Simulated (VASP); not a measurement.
# CaMg6Cr (Amm2) in VASP: reference runs, part 3 of 3

VASP 6.6.1. The steps go on from the part before.

**7. Equation of state, PBE, collinear spin, ferromagnetic start, 24.29 Å³/atom (volume scaled by 1.02)**

INCAR reads:

```
SYSTEM = CaMg6Cr
ALGO = Normal
EDIFF = 1E-7
ENCUT = 520
GGA = PE
ISIF = 2
ISMEAR = -1
ISPIN = 2
LASPH = .TRUE.
LCHARG = .FALSE.
LMAXMIX = 4
LORBIT = 11
LREAL = .FALSE.
LWAVE = .FALSE.
MAGMOM = 3 0 0 0 0 0 0 0
NBANDS = 31
NELM = 100
PREC = Accurate
SIGMA = 0.05
```

KPOINTS reads:

```
k-points
0
G
  5 5 5
  0 0 0
```

POSCAR reads:

```
CaMg6Cr
1.0
    5.2066220844      0.0000000000      0.0000000000
    0.0000000000      3.2848212921      5.6812114734
    0.0000000000     -3.2848212921      5.6812114734
Cr Ca Mg
1 1 6
Direct
    0.5000000000      0.6629090000      0.6629090000
    0.0000000000      0.8296510000      0.8296510000
    0.5000000000      0.1663380000      0.1663380000
    0.5000000000      0.6634670000      0.1752350000
    0.5000000000      0.1752350000      0.6634670000
    0.0000000000      0.3355940000      0.3355940000
    0.0000000000      0.8253860000      0.3414200000
    0.0000000000      0.3414200000      0.8253860000
```

Launch:

```sh
cat potpaw_PBE.64/Cr_pv/POTCAR potpaw_PBE.64/Ca_sv/POTCAR potpaw_PBE.64/Mg/POTCAR > POTCAR
mpirun -np 1 vasp_std > vasp.out
```

It took 4.5 min on 1 thread of Intel Xeon 6975P-C (Granite Rapids), shared host; peak memory 0.55 GiB.

The run converged. Its results:

```
Free energy                                           : -19.1841 eV
Pressure                                              : -0.6 GPa
Largest force                                         : 0.136 eV/Å
Band gap on the k mesh                                : none (metal or under the smearing width)
Net moment                                            : 4.52 μB per cell
Site moments                                          : Cr +3.86; Ca +0.02; Mg -0.01, +0.01 μB
Valence electrons inside the program's atomic spheres : Cr 10.45; Ca 8.18; Mg 0.32, 0.35
```

**8. Equation of state, PBE, collinear spin, ferromagnetic start, 24.77 Å³/atom (volume scaled by 1.04)**

INCAR reads:

```
SYSTEM = CaMg6Cr
PREC = Accurate ; ENCUT = 520
EDIFF = 1E-7 ; ISMEAR = -1
SIGMA = 0.05 ; LREAL = .FALSE.
LASPH = .TRUE. ; NELM = 120
ALGO = Normal ; ISIF = 2
LWAVE = .FALSE. ; LCHARG = .FALSE.
ISPIN = 2 ; MAGMOM = 3 0 0 0 0 0 0 0
LORBIT = 11 ; LMAXMIX = 4
GGA = PE ; NBANDS = 31
```

KPOINTS reads:

```
regular mesh
0
G
  5 5 5
  0 0 0
```

POSCAR: that of step 7 with these lines changed.

```diff
@@ -2,5 +2,5 @@
 1.0
-    5.2066220844      0.0000000000      0.0000000000
-    0.0000000000      3.2848212921      5.6812114734
-    0.0000000000     -3.2848212921      5.6812114734
+    5.2404322661      0.0000000000      0.0000000000
+    0.0000000000      3.3061518981      5.7181034907
+    0.0000000000     -3.3061518981      5.7181034907
 Cr Ca Mg
```

Launch:

```sh
cat potpaw_PBE.64/Cr_pv/POTCAR potpaw_PBE.64/Ca_sv/POTCAR potpaw_PBE.64/Mg/POTCAR > POTCAR
mpirun -np 1 vasp_std > vasp.out
```

Run time: 4.7 min. Hardware: 1 thread of Intel Xeon 6975P-C (Granite Rapids), shared host; peak memory 0.56 GiB.

It converged, with:

```yaml
Free_energy: -19.1629 eV
Pressure: -1.2 GPa
Largest_force: 0.136 eV/Å
Band_gap_on_the_k_mesh: none (metal or under the smearing width)
Net_moment: 4.55 μB per cell
Site_moments: Cr +3.88; Ca +0.02; Mg -0.01, +0.01 μB
Valence_electrons_inside_the_program's_atomic_spheres: Cr 10.45; Ca 8.17; Mg 0.32, 0.34, 0.35
```

**9. Equation of state, PBE, collinear spin, ferromagnetic start, 25.24 Å³/atom (volume scaled by 1.06)**

INCAR reads:

```
ALGO     = Normal         # electronic algorithm
EDIFF    = 1E-7           # SCF threshold, eV
ENCUT    = 520            # plane-wave cutoff, eV
GGA      = PE             # functional
ISIF     = 2              # what is computed and relaxed
ISMEAR   = -1             # smearing method
ISPIN    = 2              # spin polarisation
LASPH    = T              # aspherical terms in the spheres
LCHARG   = F              # write CHGCAR
LMAXMIX  = 4              # l up to which the mixer works
LORBIT   = 11             # projections on sites
LREAL    = F              # projectors in reciprocal space
LWAVE    = F              # write WAVECAR
MAGMOM   = 3 0 0 0 0 0 0 0 # initial moments
NBANDS   = 31             # bands
NELM     = 150            # most SCF steps
PREC     = Accurate       # precision mode
SIGMA    = 0.05           # smearing width, eV
```

KPOINTS reads:

```
k-points
0
Gamma
  5 5 5
```

POSCAR: that of step 8 with these lines changed.

```diff
@@ -2,5 +2,5 @@
 1.0
-    5.2404322661      0.0000000000      0.0000000000
-    0.0000000000      3.3061518981      5.7181034907
-    0.0000000000     -3.3061518981      5.7181034907
+    5.2738117155      0.0000000000      0.0000000000
+    0.0000000000      3.3272107583      5.7545255140
+    0.0000000000     -3.3272107583      5.7545255140
 Cr Ca Mg
```

Potentials or basis: VASP PAW PBE potentials, release 64 (Cr_pv, Ca_sv, Mg).

Launch:

```sh
cat potpaw_PBE.64/Cr_pv/POTCAR potpaw_PBE.64/Ca_sv/POTCAR potpaw_PBE.64/Mg/POTCAR > POTCAR
mpirun -np 1 vasp_std > vasp.out
```

Wall time 4.3 min (1 thread of Intel Xeon 6975P-C (Granite Rapids), shared host); peak memory 0.56 GiB.

Results (log left out):

```
Free energy                                           : -19.1281 eV
Pressure                                              : -1.7 GPa
Largest force                                         : 0.135 eV/Å
Band gap on the k mesh                                : none (metal or under the smearing width)
Net moment                                            : 4.58 μB per cell
Site moments                                          : Cr +3.90; Ca +0.02; Mg -0.01, +0.01 μB
Valence electrons inside the program's atomic spheres : Cr 10.44; Ca 8.16; Mg 0.31, 0.34
```

**10. Equation of state, PBE, collinear spin, ferromagnetic start**

Potentials or basis: VASP PAW PBE potentials, release 64 (Cr_pv, Ca_sv, Mg).

No new run: the results of the series are fitted here.

Results:

```
Equilibrium volume                        : 23.87 Å³/atom
Bulk modulus at fixed shape and positions : 34 GPa
Pressure derivative of the bulk modulus   : 3.9
```

Energy against volume, from the lowest point:
```csv
volume (Å³/atom),energy (meV/atom)
22.386,10.97
22.862,4.87
23.339,1.30
23.815,0.00
24.291,0.78
24.767,3.43
25.244,7.79
```

Caveat: the cell was scaled at fixed shape and fractional positions, which overstates the stiffness of a crystal with free parameters, most of all of layers and chains.

**11. Summary**

| task | cell | gap on the mesh (eV) | pressure (GPa) | moment (μB) | largest force (eV/Å) |
| --- | --- | --- | --- | --- | --- |
| single point | as given | none | 0.1 | 4.49 | 0.14 |
| single point | atoms moved at random, drawn with an rms of 0.05 Å | none | 0.1 | 4.51 | 0.20 |
| equation of state | as given | - | - | - | - |

Alike in all rows: level PBE; potentials or basis VASP PAW PBE potentials, release 64 (Cr_pv, Ca_sv, Mg); spin collinear, ferromagnetic start; k mesh 5 × 5 × 5; cutoff (eV) 520; smearing fermi-dirac 0.05 eV.

Caveats: the cell was scaled at fixed shape and fractional positions, which overstates the stiffness of a crystal with free parameters, most of all of layers and chains (some runs).

Absolute energies hang on the potentials; compare differences alone.
